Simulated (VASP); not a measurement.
Here is the system:

```
CsBr
1.0
    4.23478     0.00000     0.00000
    0.00000     4.23478     0.00000
    0.00000     0.00000     4.23478
Cs Br
1 1
Cartesian
  0.00000   0.00000   0.00000
  2.11739   2.11739   2.11739
```

The numbers are results of LDA (Ceperley-Alder, Perdew-Zunger), VASP's LDA PAW potentials (set 64) (plane waves; VASP), not measurements. Run with EDIFF = 1E-04, 210 eV cut-off, 4×4×4 Γ-centred mesh shifted by (0.5, 0.5, 0.5), Gaussian smearing of 0.010 eV, potentials Cs_sv Br.

At this cut-off the stress carries a Pulay error, which pulls relaxed volumes low.  Energy and stress use the plane-wave basis of the starting cell.

Q: The ions, cell shape and volume are relaxed. Give the cell that the relaxation ends in.

A: 
```
CsBr
1.0
    4.12175     0.00000     0.00000
    0.00000     4.12175     0.00000
    0.00000     0.00000     4.12175
Cs Br
1 1
Cartesian
  0.00000   0.00000   0.00000
  2.06088   2.06088   2.06088
```
Space group Pm-3m (221), at a tolerance of 0.03 Å.

Q: How do energy and volume change from the first to the last step?

A: The energy (σ→0) changes by -18.5 meV/atom and the volume by -7.8 %, in 3 ionic steps.

```json
[
 {"step": "1", "E(σ→0) (eV)": "-6.7752", "max force (eV/Å)": "0.000", "pressure (GPa)": "-1.83", "volume (Å³)": "75.94"},
 {"step": "2", "E(σ→0) (eV)": "-6.8100", "max force (eV/Å)": "0.000", "pressure (GPa)": "-0.48", "volume (Å³)": "71.28"},
 {"step": "3", "E(σ→0) (eV)": "-6.8123", "max force (eV/Å)": "0.000", "pressure (GPa)": "-0.03", "volume (Å³)": "70.02"}
]
```

The structure comes from a computed database's CsBr entry; how it stands against other phases isn't given here. This run relaxes it. Symmetry was kept, so distortions that lower it aren't found. The run is one of a series of settings (EDIFF = 1E-04, EDIFFG = -0.01, ENCUT = 210, IBRION = 2, ISIF = 3, NSW = 50, KPOINTS 4×4×4 Γ-centred mesh shifted by (0.5, 0.5, 0.5) against the base run), some of them coarse on purpose.
